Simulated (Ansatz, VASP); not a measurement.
## Si (Si chain with one bond drawn out by 3.0 A): VASP beside Ansatz

Aim: how closely do two programs agree when they are given the same cell, functional and k mesh? The cell is taken from a series of runs on this material, whose earlier steps may have relaxed, scaled, displaced or heated it; both programs get it as it stands.

Program: Ansatz 0.2.0. Level of theory: plane waves, with VASP 6.6.1 beside it; single point at LDA. Results are calculated unless marked as measured.

## (1) The structure

The cell holds 10 atoms: 10 Si. Cell: a = 7.500 Å, b = 7.500 Å, c = 25.000 Å, α = 90.0°, β = 90.0°, γ = 90.0°. Vacuum lies along a and b. The structure's axis is c.

Coordinates:

```xyz
10
Lattice="7.5000 0.0000 0.0000 0.0000 7.5000 0.0000 0.0000 0.0000 25.0000" Properties=species:S:1:pos:R:3
Si    3.7500    3.7500   25.0000
Si    3.7500    3.7500    2.2000
Si    3.7500    3.7500    4.4000
Si    3.7500    3.7500    6.6000
Si    3.7500    3.7500    8.8000
Si    3.7500    3.7500   14.0000
Si    3.7500    3.7500   16.2000
Si    3.7500    3.7500   18.4000
Si    3.7500    3.7500   20.6000
Si    3.7500    3.7500   22.8000
```

## (2) VASP: single point, LDA, pair 1

With cell and atoms fixed, the geometry can't cause a difference; cores, projectors, grids and the points listed under the comparison can.

Lines of VASP's logs that name or quote its potential files are left out, and so is its time.

The input, INCAR:

```
SYSTEM = Si
PREC = Accurate
ENCUT = 400
EDIFF = 1E-06
NELM = 120
ISMEAR = -1
SIGMA = 0.1
LREAL = .FALSE.
ALGO = Normal
GGA = PW92
NBANDS = 30
LORBIT = 11
LWAVE = .FALSE.
LCHARG = .FALSE.
ISIF = 2
LASPH = .TRUE.
GGA_COMPAT = .FALSE.
EFERMI = MIDGAP
KPAR = 2
```

The input, POSCAR:

```
Si
1.0
    7.5000000000      0.0000000000      0.0000000000
    0.0000000000      7.5000000000      0.0000000000
    0.0000000000      0.0000000000     25.0000000000
Si
10
Direct
    0.5000000000      0.5000000000      1.0000000000
    0.5000000000      0.5000000000      0.0880000000
    0.5000000000      0.5000000000      0.1760000000
    0.5000000000      0.5000000000      0.2640000000
    0.5000000000      0.5000000000      0.3520000000
    0.5000000000      0.5000000000      0.5600000000
    0.5000000000      0.5000000000      0.6480000000
    0.5000000000      0.5000000000      0.7360000000
    0.5000000000      0.5000000000      0.8240000000
    0.5000000000      0.5000000000      0.9120000000
```

The input, KPOINTS:

```
Automatic mesh
0
Gamma
1 1 4
0 0 0
```

The projector-augmented-wave data sets are Si (LDA family, release 64).

The run is started by

```bash
> mpirun -np 2 vasp_std
```

Numbers of over 12 decimals in the logs are rounded to 6 here.

What it wrote:

```text
[banner, memory and clock lines left out]
running    2 mpi-ranks, on    1 nodes
 distrk:  each k-point on    1 cores,    2 groups
 distr:  one band on    1 cores,    1 groups

 POSCAR found type information on POSCAR Si
 POSCAR found :  1 types and      10 ions
|                                                                             |
|               ----> ADVICE to this user running VASP <----                  |
|                                                                             |
|     You enforced a specific xc type in the INCAR file but a different       |
|     [... a line on the potential file left out ...]
|     I HOPE YOU KNOW WHAT YOU ARE DOING!                                     |
|                                                                             |

 LDA part: xc-table for (Slater(with rela. corr.)+PW92), standard interpolation
 POSCAR, INCAR and KPOINTS ok, starting setup
 FFT: planning ... GRIDC
 FFT: planning ... GRID_SOFT
 FFT: planning ... GRID
 WAVECAR not read
 entering main loop
       N       E                     dE             d eps       ncg     rms          rms(c)
DAV:   1     0.177015650222E+03    0.17702E+03   -0.89909E+03   180   0.670E+02
DAV:   2    -0.104127201533E+02   -0.18743E+03   -0.18122E+03   264   0.139E+02
DAV:   3    -0.368324519685E+02   -0.26420E+02   -0.26057E+02   210   0.471E+01
DAV:   4    -0.379239793369E+02   -0.10915E+01   -0.10776E+01   216   0.132E+01
DAV:   5    -0.379799111882E+02   -0.55932E-01   -0.55875E-01   252   0.308E+00    0.876E+00
DAV:   6    -0.366387836133E+02    0.13411E+01   -0.62485E+00   198   0.642E+00    0.540E+00
DAV:   7    -0.370179009340E+02   -0.37912E+00   -0.11951E+01   240   0.919E+00    0.490E+00
DAV:   8    -0.358520623368E+02    0.11658E+01   -0.73213E+00   246   0.618E+00    0.139E+00
DAV:   9    -0.358585141235E+02   -0.64518E-02   -0.59446E-01   192   0.266E+00    0.838E-01
DAV:  10    -0.358544757646E+02    0.40384E-02   -0.56242E-02   282   0.937E-01    0.678E-01
DAV:  11    -0.358544309901E+02    0.44775E-04   -0.72308E-03   204   0.312E-01    0.407E-01
DAV:  12    -0.358596387337E+02   -0.52077E-02   -0.89746E-03   180   0.304E-01    0.984E-02
DAV:  13    -0.358619771892E+02   -0.23385E-02   -0.14440E-03   192   0.153E-01    0.786E-02
DAV:  14    -0.358642443644E+02   -0.22672E-02   -0.31995E-04   210   0.655E-02    0.493E-02
DAV:  15    -0.358680389524E+02   -0.37946E-02   -0.76334E-04   210   0.783E-02    0.242E-02
DAV:  16    -0.358687251875E+02   -0.68624E-03   -0.77263E-05   240   0.273E-02    0.196E-02
DAV:  17    -0.358695852879E+02   -0.86010E-03   -0.75119E-05   198   0.245E-02    0.109E-02
DAV:  18    -0.358698445347E+02   -0.25925E-03   -0.25321E-05   218   0.135E-02    0.920E-03
DAV:  19    -0.358699169369E+02   -0.72402E-04   -0.37773E-06   186   0.600E-03    0.455E-03
DAV:  20    -0.358699807281E+02   -0.63791E-04   -0.69232E-06   156   0.722E-03    0.262E-03
DAV:  21    -0.358699916661E+02   -0.10938E-04   -0.12468E-06   172   0.336E-03    0.175E-03
DAV:  22    -0.358699980292E+02   -0.63631E-05   -0.63199E-07   120   0.258E-03    0.910E-04
DAV:  23    -0.358699990524E+02   -0.10232E-05   -0.17629E-07   126   0.126E-03    0.735E-04
   1 F= -.35870001E+02 E0= -.35683290E+02  d E =-.373423E+00
```

OUTCAR, selected parts (step 2):

```text
ion  position               nearest neighbor table
   1  0.500  0.500  0.000-   2 2.20  10 2.20
   2  0.500  0.500  0.088-   1 2.20   3 2.20
   3  0.500  0.500  0.176-   2 2.20   4 2.20
   4  0.500  0.500  0.264-   5 2.20   3 2.20
   5  0.500  0.500  0.352-   4 2.20
   6  0.500  0.500  0.560-   7 2.20
   7  0.500  0.500  0.648-   8 2.20   6 2.20
   8  0.500  0.500  0.736-   7 2.20   9 2.20
   9  0.500  0.500  0.824-   8 2.20  10 2.20
  10  0.500  0.500  0.912-   1 2.20   9 2.20

  LATTYP: Found a simple tetragonal cell.
 ALAT       =     7.5000000000
 C/A-ratio  =     3.3333333333

 Subroutine GETGRP returns: Found 16 space group operations
 (whereof  8 operations were pure point group operations)

The static configuration has the point symmetry C_4v.
 The point group associated with its full space group is D_4h.

 Found      3 irreducible k-points:

   k-points           NKPTS =      3   k-points in BZ     NKDIM =      3   number of bands    NBANDS=     30

   dimension x,y,z NGX =    50 NGY =   50 NGZ =  168
   dimension x,y,z NGXF=   100 NGYF=  100 NGZF=  336

   ENCUT  =  400.0 eV  29.40 Ry    5.42 a.u.  12.23 12.23 40.77*2*pi/ulx,y,z

   NELECT =      40.0000    total number of electrons

 k-points in reciprocal lattice and weights: Automatic mesh
   0.00000000  0.00000000  0.00000000       0.250
   0.00000000  0.00000000  0.25000000       0.500
   0.00000000  0.00000000  0.50000000       0.250

 average (electrostatic) potential at core
       1 -94.5099       2 -94.4379       3 -94.6789       4 -94.0968       5 -94.7611
       6 -94.7611       7 -94.0968       8 -94.6789       9 -94.4379      10 -94.5099

 E-fermi :  -3.5652

 k-point     1 :       0.0000    0.0000    0.0000
  band No.  band energies     occupation
    ...
     16      -4.3260      1.99901
     17      -4.3260      1.99901
     18      -3.8833      1.92025
     19      -3.8833      1.92025
     20      -3.6316      1.32058
     21      -3.4199      0.37923
     22      -3.4199      0.37923
     23      -2.7386      0.00051
     24      -2.7386      0.00051
     25      -2.3884      0.00002
    ...

 k-point     2 :       0.0000    0.0000    0.2500
  band No.  band energies     occupation
    ...
     16      -4.3241      1.99899
     17      -4.3241      1.99899
     18      -3.8879      1.92370
     19      -3.8879      1.92370
     20      -3.6603      1.44295
     21      -3.4126      0.35740
     22      -3.4126      0.35740
     23      -2.7485      0.00057
     24      -2.7485      0.00057
     25      -2.3327      0.00001
    ...

 k-point     3 :       0.0000    0.0000    0.5000
  band No.  band energies     occupation
    ...
     16      -4.3221      1.99897
     17      -4.3221      1.99897
     18      -3.8925      1.92697
     19      -3.8925      1.92697
     20      -3.6880      1.54703
     21      -3.4054      0.33649
     22      -3.4054      0.33649
     23      -2.7583      0.00063
     24      -2.7583      0.00063
     25      -2.2742      0.00000
    ...

  Total        1.1449316      1.1449316     -6.4786420      0.0000000      0.0000000      0.0000000
  in kB        1.3044504      1.3044504     -7.3812859      0.0000000      0.0000000      0.0000000
  external PRESSURE =      -1.5907950 kB  Pullay stress =       0.0000000 kB

  energy-cutoff  :      400.00
  volume of cell :     1406.25
      direct lattice vectors                 reciprocal lattice vectors
     7.500000000  0.000000000  0.000000000     0.133333333  0.000000000  0.000000000
     0.000000000  7.500000000  0.000000000     0.000000000  0.133333333  0.000000000
     0.000000000  0.000000000 25.000000000     0.000000000  0.000000000  0.040000000

 POSITION                                       TOTAL-FORCE (eV/Angst)
 -----------------------------------------------------------------------------------
      3.75000      3.75000      0.00000        -0.000000      0.000000      0.499350
      3.75000      3.75000      2.20000        -0.000000     -0.000000      0.234880
      3.75000      3.75000      4.40000        -0.000000      0.000000      0.170181
      3.75000      3.75000      6.60000         0.000000     -0.000000      0.125850
      3.75000      3.75000      8.80000        -0.000000      0.000000     -0.618362
      3.75000      3.75000     14.00000         0.000000      0.000000      0.618362
      3.75000      3.75000     16.20000        -0.000000      0.000000     -0.125850
      3.75000      3.75000     18.40000        -0.000000     -0.000000     -0.170181
      3.75000      3.75000     20.60000         0.000000     -0.000000     -0.234880
      3.75000      3.75000     22.80000        -0.000000      0.000000     -0.499350
 -----------------------------------------------------------------------------------
    total drift:                                0.000000     -0.000000      0.000004

  FREE ENERGIE OF THE ION-ELECTRON SYSTEM (eV)
  ---------------------------------------------------
  free  energy   TOTEN  =       -35.8700007799 eV

  energy  without entropy=      -35.4965782527  energy(sigma->0) =      -35.68328952

 total charge
# of ion       s       p       d       tot
------------------------------------------
    1        0.857   0.795   0.000   1.653
    2        0.834   0.824   0.000   1.658
    3        0.825   0.824   0.000   1.648
    4        0.823   0.861   0.000   1.683
    5        0.930   0.641   0.000   1.571
    6        0.930   0.641   0.000   1.571
    7        0.823   0.861   0.000   1.683
    8        0.825   0.824   0.000   1.648
    9        0.834   0.824   0.000   1.658
   10        0.857   0.795   0.000   1.653
--------------------------------------------------
tot          8.538   7.888   0.000  16.426
```

## (3) Ansatz: single point, LDA, pair 1

Ansatz runs on its default PAW (the set named soft_2) files.

The same cell, functional (in two slightly different forms), mesh and smearing now go to Ansatz, which takes its cutoff from its data sets.

The input, input.yaml:

```yaml
crystal:
  lattice:
    - [7.5, 0.0, 0.0]
    - [0.0, 7.5, 0.0]
    - [0.0, 0.0, 25.0]
  atoms:
    - { symbol: Si, position: [0.5, 0.5, 0.0] }
    - { symbol: Si, position: [0.5, 0.5, 0.088] }
    - { symbol: Si, position: [0.5, 0.5, 0.176] }
    - { symbol: Si, position: [0.5, 0.5, 0.264] }
    - { symbol: Si, position: [0.5, 0.5, 0.352] }
    - { symbol: Si, position: [0.5, 0.5, 0.56] }
    - { symbol: Si, position: [0.5, 0.5, 0.648] }
    - { symbol: Si, position: [0.5, 0.5, 0.736] }
    - { symbol: Si, position: [0.5, 0.5, 0.824] }
    - { symbol: Si, position: [0.5, 0.5, 0.912] }
kpoints:
  mp_grid: { grid: [1, 1, 4] }
hamiltonian:
  xc: lda
scf:
  occupations: { method: fermi_dirac, width: 0.1 }
  convergence: { dr2_threshold: 1.0e-08 }
output:
  transmission:
    leads: [[0, 1]]
    e_range: [-2.0, 2.0]
    de: 0.05
    kmesh: [1, 1]
    reduced_basis: true
  write_potential: true
  write_density: true
  volumetric_format: npy
```

The run is started by

```bash
> ansatz run input.yaml --threads 4 --pin off --max-ram 8192MiB --backend cpu --events-out ev --progress --plain --runs-dir out
```

What it wrote:

```text
Engine: ansatz 0.2.0, aarch64-unknown-linux-gnu
Pseudopotentials: kind: paw
Pseudopotential: Si, paw, valence charge 4, recommended cutoff 420 eV (normal), Si.paw.azcp
Functional definition: SPW92
  exchange = slater_x
  correlation = pw_c
Crystal: 10 atoms, lattice volume = 1406.250 Å³
Basis set: ecut = 420 eV, 27555 PW (Γ)
Bands: 30, of which v1, the nominal top of the filled ones, is band 20 counted from 1 (19 counted from 0)
Symmetry: 16 space group operations
Space group: P4/mmm (ITA 123), of the structure as read, at distance tolerance 1.1e-4 Å
k-points: 3 of 4
Non-local potential: Si, projectors of the file, l = 0: 2, l = 1: 2, l = 2: 2
PAW form: soft (Blöchl's): semilocal exchange-correlation on the pseudo side does not see the compensation charge
PAW frozen core: Si, regenerated for the run's functional, and the local potential with it (the file was generated under x = pbe(κ = 0.804, μ = 0.219515), c = pbe(β = 0.066725))
PAW one-centre angular grid: Si, 110 points (default); XC on 64 Gauss nodes
Initial density: superposition of atomic densities (neutral atoms: chi_scale 0, normalization atom), corrected by the library's trained network
Initial wavefunctions: pseudopotential atomic-orbital guess
Functional: x = slater, c = lda
SCF iter   1: F=—  HF=-6063.058875 eV  |F-HF|=—  |Δ(HF+E_count)|=         —  Δρ=5.90e-3  dr2=4.03e0  ethr=1.77e-3  ⟨swp⟩=9.3  Hψ=540  notcnv=0
preconditioner: auto → LDOS  [insulator: Δε(μ)=0.353 eV  Ē_g=5.329 eV  σ=0.100 eV  W_gap=0.70  n_scr=74 (ndim 8)  ℏωp=6.3 eV  f_vac=0.584  D(μ)=7.79/eV (n_scr^D=26)  ε∞_Penn≈2.4  β→1.0]
SCF iter   2: F=—  HF=-6062.929538 eV  |F-HF|=—  |Δ(HF+E_count)|=   1.29e-1  Δρ=3.66e-3  dr2=9.67e-1  ethr=1.77e-3  ⟨swp⟩=3.0  Hψ=205  notcnv=0
SCF iter   3: F=—  HF=-6062.840394 eV  |F-HF|=—  |Δ(HF+E_count)|=   8.91e-2  Δρ=1.93e-3  dr2=5.04e-1  ethr=1.77e-3  ⟨swp⟩=3.0  Hψ=182  notcnv=0
SCF iter   4: F=—  HF=-6062.815702 eV  |F-HF|=—  |Δ(HF+E_count)|=   2.47e-2  Δρ=7.64e-4  dr2=6.59e-2  ethr=1.26e-3  ⟨swp⟩=1.0  Hψ=114  notcnv=0
SCF iter   5: F=—  HF=-6062.811393 eV  |F-HF|=—  |Δ(HF+E_count)|=   4.31e-3  Δρ=1.94e-4  dr2=2.02e-3  ethr=1.65e-4  ⟨swp⟩=1.3  Hψ=91  notcnv=0
SCF iter   6: F=—  HF=-6062.811348 eV  |F-HF|=—  |Δ(HF+E_count)|=   4.46e-5  Δρ=7.36e-5  dr2=2.10e-4  ethr=5.04e-6  ⟨swp⟩=2.7  Hψ=151  notcnv=0
SCF iter   7: F=—  HF=-6062.811305 eV  |F-HF|=—  |Δ(HF+E_count)|=   4.36e-5  Δρ=2.12e-5  dr2=2.47e-5  ethr=5.25e-7  ⟨swp⟩=2.3  Hψ=154  notcnv=0
SCF iter   8: F=—  HF=-6062.811310 eV  |F-HF|=—  |Δ(HF+E_count)|=   4.77e-6  Δρ=8.15e-6  dr2=2.67e-6  ethr=6.18e-8  ⟨swp⟩=2.3  Hψ=145  notcnv=0
SCF iter   9: F=—  HF=-6062.811150 eV  |F-HF|=—  |Δ(HF+E_count)|=   1.60e-4  Δρ=2.65e-6  dr2=3.51e-7  ethr=6.68e-9  ⟨swp⟩=2.7  Hψ=145  notcnv=0
SCF iter  10: F=—  HF=-6062.811150 eV  |F-HF|=—  |Δ(HF+E_count)|=   8.80e-9  Δρ=6.60e-7  dr2=1.83e-8  ethr=8.77e-10  ⟨swp⟩=1.3  Hψ=110  notcnv=0
SCF iter  11: F=-6062.811150 eV  HF=-6062.811150 eV  |F-HF|=6.71e-10  |Δ(HF+E_count)|=  1.98e-10  Δρ=1.85e-7  dr2=1.04e-9  ethr=2.50e-11  ⟨swp⟩=5.7  Hψ=253  notcnv=0
SCF 1 converged in 11 iterations: F = -6062.811150 eV  dr2 = 1.04e-9
  greatest PAW one-centre occupation: 0.743 electrons in one spin orbital (limit 2), on the Si atom at site 5 (counted from 0), in its partial waves of l = 0
transmission: 32 of 192 steps passed
transmission: 64 of 192 steps passed
[...]
transmission: 192 of 192 steps passed
WARN: The output density's exchange-correlation potential varies sharply where the density is thin. Do not read a vacuum level from v_tot or v_xc, or from such a field of the output density. On a cell that repeats whose density bears no net charge and no dipole along the vacuum's axis use v_es (v_loc + v_h of the components); under efield.dipole_correction with no amplitude use v_es + v_field, which holds any externa [...]
SCF converged after 11 iterations
Free energy (F): -6062.811150 eV
Harris-Foulkes:  -6062.811150 eV  (|F-HF|=6.71e-10)
Internal energy: -6062.441817 eV  (E = F + TS)
E sigma→0 (E₀):  -6062.626484 eV
Entropy (-TS):   -0.369333 eV (-36.933 meV/atom)
Fermi energy:    -3.526515 eV
--- Per-component energies (eV) ---
  E_band       = -295.608891
  E_kinetic    = 369.551122
  E_local      = -1852.099382  (includes V_loc(G=0)·N_el)
  E_nonlocal   = 275.114782
  E_hartree    = 686.298829
  E_xc         = -522.470552
  E_vxc        = -437.031267  (∫ρ·V_xc dr)
  E_paw        = -4856.319958  (= ΣΔE_a)
  E_vpaw       = -23.741780  (= ΣTr[D̂ρ^β])
  E_aug_tail   = 0.000068  (compensation charges beyond the density's cutoff)
  E_ewald      = -163.360034
  E_core_change = 0.843307  (= ΣΔE_core)
  E_smearing   = -0.369333  (= −TS)
  E_closure    = -0.000000  (closes the sum)
  Σ components = -6062.811150   (vs F -6062.811150, Δ=0.00e0)
--- Band table (eV) ---
  k-point 0: bands = [... 16 lower, -4.2832, -3.8407, -3.8407, -3.5998, -3.3775, -3.3775, -2.6952, -2.6952, ... 6 higher]
  k-point 1: bands = [... 16 lower, -4.2812, -3.8453, -3.8453, -3.6287, -3.3703, -3.3703, -2.7050, -2.7050, ... 6 higher]
  k-point 2: bands = [... 16 lower, -4.2792, -3.8499, -3.8499, -3.6565, -3.3630, -3.3630, -2.7148, -2.7148, ... 6 higher]
--- Transmission ---
  basis      : 497 plane waves across, 32 finite elements along
  points     : 1, standing for a mesh of 1 x 1
  energies   : 81 from -2.000000 to 2.000000 eV about the Fermi level, 0.050000 eV apart; the leads are filled to 0.000000 eV, and channels, transmission and decay are at 0.000000 eV
  crystal 0  : Si1, at the sites [0, 1], period 2.2000 Å, over 22.00 Å; its Hamiltonian steps by up to 39.7 meV: too much for a lead, lay more layers or, if its atoms are ordered, name the step of that order
    offset         : up to 0.0000 Å between an atom of the period and one for which it stands
    channels       : 3.000000e0 a spin
    conductance    : none, the energies end too early or step too widely for 300 K: set another output.transmission.e_range or a lower de, or, where they end at an eighth of basis.ecutwfc, a higher one
  junction   : crystal 0 to crystal 0, -0.40 to 22.40 Å
    transmission   : 9.111015e-3 a spin
    error estimate : 1.545880e-7 a spin from the reduction of the transverse basis, at the most 4.843910e-7 at 2.000000 eV
    conductance    : none, the energies end too early or step too widely for 300 K: set another output.transmission.e_range or a lower de, or, where they end at an eighth of basis.ecutwfc, a higher one
```

## (4) Side by side

Known differences besides the potentials themselves: the cutoff is 420 eV in Ansatz and 400 eV in VASP; VASP's log shows a relativistic correction to its local exchange, Ansatz's none. Total energies have different zeros and are not compared.

Compared:

| quantity | Ansatz | VASP | difference |
| --- | --- | --- | --- |
| gap on the k mesh (eV) | 0.222 | 0.212 | +0.011 |

A gap on the mesh is an upper bound, since the band edges may lie between its points.

[end of part 1 of 2]

[Lines on the potential files, build, host, timing and source positions are cut from VASP's logs without a mark.]

[Logs are printed without paths, hosts, clocks, repeated set-up lines and the standing remarks that a program may print on its own settings, such as how far it seeks lower states.]

[Hosts, paths, dates, database ids (printed as entryN), source tags and the programs' standing remarks are cut or masked in the printed files.]
